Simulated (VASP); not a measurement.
Computed with PBE GGA with D3 dispersion (Becke-Johnson damping), VASP's PBE PAW potentials (set 64) (plane waves; VASP).

Input for VASP

KPOINTS:
```
Automatic mesh
0
Gamma
11 11 11
0 0 0
```

INCAR:
```
SYSTEM = LiF
PREC = Accurate
ENCUT = 520
EDIFF = 1E-7
NELM = 100
ALGO = Normal
LREAL = .FALSE.
LASPH = .TRUE.
ISMEAR = 0
SIGMA = 0.05
GGA = PE
IVDW = 12
LWAVE = .FALSE.
LCHARG = .FALSE.
ISIF = 2
```

**POSCAR**
```
LiF
1
    0.0000000000     1.9968972940     1.9968972940
    1.9968972940     0.0000000000     1.9968972940
    1.9968972940     1.9968972940     0.0000000000
Li F
1 1
Direct
  0.0000000000   0.0000000000   0.0000000000
  0.5000000000   0.5000000000   0.5000000000
```

POTCAR, in this order: Li_sv F (PBE.64 set). Program: vasp_std.

Output of the run:

**OUTCAR**
```
 ion  position               nearest neighbor table
   1  0.000  0.000  0.000-   2 2.00   2 2.00   2 2.00   2 2.00   2 2.00   2 2.00
   2  0.500  0.500  0.500-   1 2.00   1 2.00   1 2.00   1 2.00   1 2.00   1 2.00
  LATTYP: Found a face centered cubic cell.
 ALAT       =     3.9937945880
 Subroutine PRICEL returns:
 Original cell was already a primitive cell.
 Subroutine GETGRP returns: Found 48 space group operations
The static configuration has the point symmetry O_h .
The dynamic configuration has the point symmetry O_h .
 Subroutine INISYM returns: Found 48 space group operations
 Subroutine IBZKPT returns following result:
 Found     56 irreducible k-points:

 Following reciprocal coordinates:
            Coordinates               Weight
  0.000000  0.000000  0.000000      1.000000
  0.090909  0.000000  0.000000      8.000000
  0.181818  0.000000  0.000000      8.000000
  0.272727  0.000000  0.000000      8.000000
  0.363636  0.000000  0.000000      8.000000
  0.454545  0.000000  0.000000      8.000000
  0.090909  0.090909  0.000000      6.000000
  0.181818  0.090909  0.000000     24.000000
  0.272727  0.090909  0.000000     24.000000
  0.363636  0.090909  0.000000     24.000000
  0.454545  0.090909  0.000000     24.000000
 -0.454545  0.090909  0.000000     24.000000
 -0.363636  0.090909  0.000000     24.000000
 -0.272727  0.090909  0.000000     24.000000
 -0.181818  0.090909  0.000000     24.000000
 -0.090909  0.090909  0.000000     12.000000
  0.181818  0.181818  0.000000      6.000000
  0.272727  0.181818  0.000000     24.000000
  0.363636  0.181818  0.000000     24.000000
  0.454545  0.181818  0.000000     24.000000
 -0.454545  0.181818  0.000000     24.000000
 -0.363636  0.181818  0.000000     24.000000
 -0.272727  0.181818  0.000000     24.000000
 -0.181818  0.181818  0.000000     12.000000
...
```

OSZICAR:
```
       N       E                     dE             d eps       ncg     rms          rms(c)
DAV:   1     0.281153197035E+02    0.28115E+02   -0.57253E+03  1081   0.113E+03
DAV:   2    -0.937505531910E+01   -0.37490E+02   -0.36771E+02  1092   0.203E+02
DAV:   3    -0.101297415595E+02   -0.75469E+00   -0.75331E+00  1334   0.286E+01
DAV:   4    -0.101397586106E+02   -0.10017E-01   -0.99952E-02  1376   0.313E+00
DAV:   5    -0.101398872189E+02   -0.12861E-03   -0.12860E-03  1365   0.188E-01    0.454E+00
DAV:   6    -0.961830400372E+01    0.52158E+00   -0.27631E+00  1024   0.131E+01    0.138E+00
DAV:   7    -0.962249797465E+01   -0.41940E-02   -0.19878E-02  1380   0.158E+00    0.850E-01
DAV:   8    -0.962920867589E+01   -0.67107E-02   -0.15786E-02  1368   0.164E+00    0.975E-02
DAV:   9    -0.962929790028E+01   -0.89224E-04   -0.83006E-04  1125   0.316E-01    0.409E-02
DAV:  10    -0.962935871054E+01   -0.60810E-04   -0.13704E-04  1104   0.113E-01    0.705E-03
DAV:  11    -0.962936103787E+01   -0.23273E-05   -0.25236E-06  1388   0.212E-02    0.169E-03
DAV:  12    -0.962936125836E+01   -0.22050E-06   -0.52510E-07  1124   0.854E-03    0.976E-04
DAV:  13    -0.962936128774E+01   -0.29378E-07   -0.48922E-08   749   0.237E-03
   1 F= -.99956632E+01 E0= -.99956632E+01  d E =-.779438E-26
```

### OUTCAR
```
------------------------ aborting loop because EDIFF is reached ----------------------------------------
 Edisp (eV)   -0.36630
  FORCE on cell =-STRESS in cart. coord.  units (eV):
  Direction    XX          YY          ZZ          XY          YZ          ZX
  --------------------------------------------------------------------------------------
  Total      -0.00815    -0.00815    -0.00815     0.00000    -0.00000     0.00000
  in kB      -0.82005    -0.82005    -0.82005     0.00000    -0.00000     0.00000
  external pressure =       -0.82 kB  Pullay stress =        0.00 kB
  volume of cell :       15.93
      direct lattice vectors                 reciprocal lattice vectors
     0.000000000  1.996897294  1.996897294    -0.250388441  0.250388441  0.250388441
     1.996897294  0.000000000  1.996897294     0.250388441 -0.250388441  0.250388441
     1.996897294  1.996897294  0.000000000     0.250388441  0.250388441 -0.250388441
  FREE ENERGIE OF THE ION-ELECTRON SYSTEM (eV)
  ---------------------------------------------------
  free  energy   TOTEN  =        -9.9956632012 eV

  energy  without entropy=       -9.9956632012  energy(sigma->0) =       -9.99566320
```
(Selected blocks of OUTCAR.)

### OUTCAR
```
 val. band max:       -0.8612776077   @ k =   0.0000   0.0000   0.0000

 cond. band min:       8.4630342387   @ k =   0.0000   0.0000   0.0000


 Fermi energy:        -0.5015807586

 k-point     1 :       0.0000    0.0000    0.0000
  band No.  band energies     occupation
      1     -41.7255      2.00000
      2     -20.9063      2.00000
      3      -0.8613      2.00000
      4      -0.8613      2.00000
      5      -0.8613      2.00000
      6       8.4630      0.00000
      7      23.4471      0.00000
      8      23.4471      0.00000
      9      23.4549      0.00000

 k-point     2 :       0.0909    0.0000    0.0000
  band No.  band energies     occupation
      1     -41.7203      2.00000
      2     -20.8731      2.00000
      3      -1.1079      2.00000
      4      -0.8811      2.00000
      5      -0.8811      2.00000
      6       8.7045      0.00000
      7      20.9331      0.00000
      8      22.2786      0.00000
      9      22.2786      0.00000

 k-point     3 :       0.1818    0.0000    0.0000
  band No.  band energies     occupation
      1     -41.7065      2.00000
      2     -20.7812      2.00000
      3      -1.7214      2.00000
      4      -0.9335      2.00000
      5      -0.9335      2.00000
      6       9.2711      0.00000
      7      18.5632      0.00000
      8      20.8816      0.00000
      9      20.8816      0.00000

 k-point     4 :       0.2727    0.0000    0.0000
  band No.  band energies     occupation
      1     -41.6883      2.00000
      2     -20.6561      2.00000
      3      -2.4481      2.00000
      4      -1.0000      2.00000
      5      -1.0000      2.00000
      6       9.8050      0.00000
      7      17.0127      0.00000
      8      19.6502      0.00000
      9      19.6502      0.00000

 k-point     5 :       0.3636    0.0000    0.0000
  band No.  band energies     occupation
      1     -41.6715      2.00000
      2     -20.5363      2.00000
      3      -3.0628      2.00000
...
```

The compound is LiF in the rock salt structure. It was relaxed first.
